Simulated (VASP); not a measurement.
A run of VASP 6.6.1 is set up as follows.

The input INCAR:

```
SYSTEM = Tb3Ag
ALGO = Normal
EDIFF = 1E-7
ENCUT = 520
GGA = PE
ISIF = 2
ISMEAR = -1
ISPIN = 2
LASPH = .True.
LCHARG = .False.
LMAXMIX = 6
LORBIT = 11
LREAL = .False.
LWAVE = .False.
MAGMOM = 6 6 6 0
NBANDS = 46
NELM = 150
PREC = Accurate
SIGMA = 0.05
```

File KPOINTS:

```
k-points
0
Gamma
  6 6 6
  0 0 0
```

POSCAR

```
Tb3Ag
1.0
    4.8002650000      0.0000000000      0.0000000000
    0.0000000000      4.8002650000      0.0000000000
    0.0000000000      0.0000000000      4.8002650000
Tb Ag
3 1
Direct
    0.5000000000      0.5000000000      0.0000000000
    0.5000000000      0.0000000000      0.5000000000
    0.0000000000      0.5000000000      0.5000000000
    0.0000000000      0.0000000000      0.0000000000
```

Potentials or basis: VASP PAW PBE potentials, release 64 (Tb, Ag).

Run with:

```sh
$ cat potpaw_PBE.64/Tb/POTCAR potpaw_PBE.64/Ag/POTCAR > POTCAR
$ mpirun -np 1 vasp_std > vasp.out
```

What does it give for the band gap on the k mesh?

None (metal or under the smearing width).

Estimate the pressure.

0.4 GPa.

Predict the site moments.

Tb +5.76; Ag +0.02 μB.

Caveat: the magnetic or orbital state may not be the lowest; spin-orbit coupling is left out, which moves the levels of the heavy elements; without U or exact exchange the open f shell lies at the Fermi level, which spoils levels, moments and volumes. The state reached can hang on the start; a lower one may exist.
